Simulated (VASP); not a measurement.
Method: PBE GGA + U (Dudarev), VASP's PBE PAW potentials (set 64) (plane waves; VASP).

Input for VASP

INCAR:
```
LMAXMIX = 4   ! l cut-off of mixed one-centre charges
LDAUTYPE = 2
LREAL = .False.
LASPH = .True.   ! aspherical one-centre terms
ISPIN = 2   ! spin-polarised
ENCUT = 520
LDAUJ = 0 0 0
LDAUL = 2 -1 2
LCHARG = .False.
ALGO = Normal   ! blocked Davidson
SIGMA = 0.05
ISMEAR = 0
NELM = 100   ! most electronic steps
LDAUPRINT = 1
LDAU = .True.
MAGMOM = 2*0.0 3*3.0
LDAUU = 5.0 0 5.0
ISIF = 2
SYSTEM = ZnCr3C
EDIFF = 1E-6
LWAVE = .False.
GGA = PE   ! PBE
PREC = Accurate
LORBIT = 10
```

### KPOINTS
```
Automatic mesh
0
Gamma
5 5 5
0 0 0
```

File POSCAR:
```
ZnCr3C
1
    3.9941610000     0.0000000000     0.0000000000
    0.0000000000     3.9941610000     0.0000000000
    0.0000000000     0.0000000000     3.9941610000
Zn C Cr
1 1 3
Direct
  0.0000000000   0.0000000000   0.0000000000
  0.5000000000   0.5000000000   0.5000000000
  0.0000000000   0.5000000000   0.5000000000
  0.5000000000   0.5000000000   0.0000000000
  0.5000000000   0.0000000000   0.5000000000
```

POTCAR, in this order: Zn C Cr_pv (PBE.64 set). Program: vasp_std.

The run wrote:

### OSZICAR
```
       N       E                     dE             d eps       ncg     rms          rms(c)
DAV:   1     0.594972707897E+03    0.59497E+03   -0.28278E+04  1464   0.188E+03
DAV:   2     0.205481782566E+02   -0.57442E+03   -0.55491E+03  1440   0.522E+02
DAV:   3    -0.283625246263E+02   -0.48911E+02   -0.47356E+02  1596   0.160E+02
DAV:   4    -0.301992626591E+02   -0.18367E+01   -0.18174E+01  1664   0.295E+01
DAV:   5    -0.302412787622E+02   -0.42016E-01   -0.41995E-01  1768   0.407E+00    0.280E+01
DAV:   6    -0.261203377609E+02    0.41209E+01   -0.65566E+01  1732   0.611E+01    0.251E+01
DAV:   7    -0.259987911661E+02    0.12155E+00   -0.10650E+01  1596   0.277E+01    0.801E+00
DAV:   8    -0.261421422128E+02   -0.14335E+00   -0.19926E+00  1592   0.923E+00    0.395E+00
DAV:   9    -0.261470142191E+02   -0.48720E-02   -0.24568E-01  1636   0.329E+00    0.218E+00
DAV:  10    -0.261548179359E+02   -0.78037E-02   -0.81635E-02  1628   0.220E+00    0.588E-01
DAV:  11    -0.261566693309E+02   -0.18514E-02   -0.10006E-02  1660   0.652E-01    0.273E-01
DAV:  12    -0.261576684119E+02   -0.99908E-03   -0.23391E-03  1816   0.282E-01    0.114E-01
DAV:  13    -0.261577631271E+02   -0.94715E-04   -0.27686E-04  1636   0.108E-01    0.691E-02
DAV:  14    -0.261578821574E+02   -0.11903E-03   -0.14021E-04  1648   0.613E-02    0.297E-02
DAV:  15    -0.261579050368E+02   -0.22879E-04   -0.42688E-05  1488   0.359E-02    0.764E-03
DAV:  16    -0.261579071615E+02   -0.21247E-05   -0.60345E-06  1504   0.129E-02    0.405E-03
DAV:  17    -0.261579073803E+02   -0.21881E-06   -0.46818E-07   804   0.459E-03
   1 F= -.26157907E+02 E0= -.26156657E+02  d E =-.250040E-02  mag=    10.2851
```

OUTCAR:
```
------------------------ aborting loop because EDIFF is reached ----------------------------------------
  FORCE on cell =-STRESS in cart. coord.  units (eV):
  Direction    XX          YY          ZZ          XY          YZ          ZX
  --------------------------------------------------------------------------------------
  Total        8.0612090      8.0612090      8.0612090      0.0000000     -0.0000000     -0.0000000
  in kB      202.6908122    202.6908122    202.6908122      0.0000000     -0.0000000     -0.0000000
  external PRESSURE =     202.6908122 kB  Pullay stress =       0.0000000 kB
  volume of cell :       63.72
      direct lattice vectors                 reciprocal lattice vectors
     3.994161000  0.000000000  0.000000000     0.250365471  0.000000000  0.000000000
     0.000000000  3.994161000  0.000000000     0.000000000  0.250365471  0.000000000
     0.000000000  0.000000000  3.994161000     0.000000000  0.000000000  0.250365471
 POSITION                                       TOTAL-FORCE (eV/Angst)
 -----------------------------------------------------------------------------------
      0.00000      0.00000      0.00000         0.000000      0.000000      0.000000
      1.99708      1.99708      1.99708         0.000000      0.000000      0.000000
      0.00000      1.99708      1.99708         0.000000      0.000000      0.000000
      1.99708      1.99708      0.00000         0.000000      0.000000      0.000000
      1.99708      0.00000      1.99708         0.000000      0.000000      0.000000
 -----------------------------------------------------------------------------------
    total drift:                                0.000000      0.000000     -0.000000
  FREE ENERGIE OF THE ION-ELECTRON SYSTEM (eV)
  ---------------------------------------------------
  free  energy   TOTEN  =       -26.1579073803 eV

  energy  without entropy=      -26.1554069844  energy(sigma->0) =      -26.15665718

 total charge

# of ion       s       p       d       tot
------------------------------------------
    1        0.620   0.473   9.789  10.882
    2        0.898   1.614   0.000   2.512
    3        0.299   6.322   4.244  10.864
    4        0.299   6.322   4.244  10.864
    5        0.299   6.322   4.244  10.864
--------------------------------------------------
tot          2.414  21.052  22.521  45.987

 magnetization (x)

# of ion       s       p       d       tot
------------------------------------------
    1       -0.101  -0.094   0.048  -0.146
    2       -0.061  -0.397   0.000  -0.459
    3        0.009   0.012   3.510   3.531
    4        0.009   0.012   3.510   3.531
    5        0.009   0.012   3.510   3.531
--------------------------------------------------
tot         -0.136  -0.455  10.580   9.989
```
(Selected blocks of OUTCAR.)

The moments were started parallel, and other spin orders were not tried in this run.

The structure was generated: ZnCr3C was put into the cubic-perovskite type (Pm-3m), which need not be its known phase. The cell was not relaxed at this level. The k-mesh is coarse (spacing up to 0.31 per Å, 2π included), so the numbers may not be converged in it. The run is one of a series of settings (LDAU = .TRUE., LDAUJ = 0 0 0, LDAUL = 2 -1 2, LDAUTYPE = 2, LDAUU = 5.0 0 5.0 against the base run), some of them coarse on purpose.
